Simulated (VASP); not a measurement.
Input of a VASP 6.6.1 run:

Contents of INCAR:

```
PREC = Accurate
ENCUT = 600
EDIFF = 1E-7
ISMEAR = 0
SIGMA = 0.1
LREAL = False
LASPH = True
NELM = 100
ALGO = Normal
ISIF = 3
LWAVE = False
LCHARG = False
GGA = PE
IBRION = 2
NSW = 90
EDIFFG = -0.04
```

KPOINTS

```
Automatic mesh
0
Gamma
  6 6 2
```

File POSCAR:

```
KSiTe2
1.0
    3.8004701900      0.0000000000      0.0000000000
   -1.9002350900      3.2913037300      0.0000000000
    0.0000000000      0.0000000000      7.5991554100
K Si Te
1 1 2
Direct
    0.0000000000      0.0000000000      0.5000000000
    0.0000000000      0.0000000000      0.0000000000
    0.6666666700      0.3333333300      0.7889158200
    0.3333333300      0.6666666700      0.2110841800
```

Potentials or basis: VASP PAW PBE potentials, release 64 (K_sv, Si, Te).

The run is started by

```bash
$ cat potpaw_PBE.64/K_sv/POTCAR potpaw_PBE.64/Si/POTCAR potpaw_PBE.64/Te/POTCAR > POTCAR
$ mpirun -np 1 vasp_std > vasp.out
```

(1) Predict the space group after relaxing (to 0.05 Å).

(2) Estimate the relaxed volume.

(3) Estimate the band gap on the k mesh.

## Answers

(1) P-3m1 (No. 164).

(2) 30.68 Å³/atom.

(3) none (metal or under the smearing width).

Caveat: the k mesh is coarse (spacing up to 0.41 Å⁻¹), so the values aren't converged; the volume moved by over 15 % at a fixed basis, so the end points are rough.
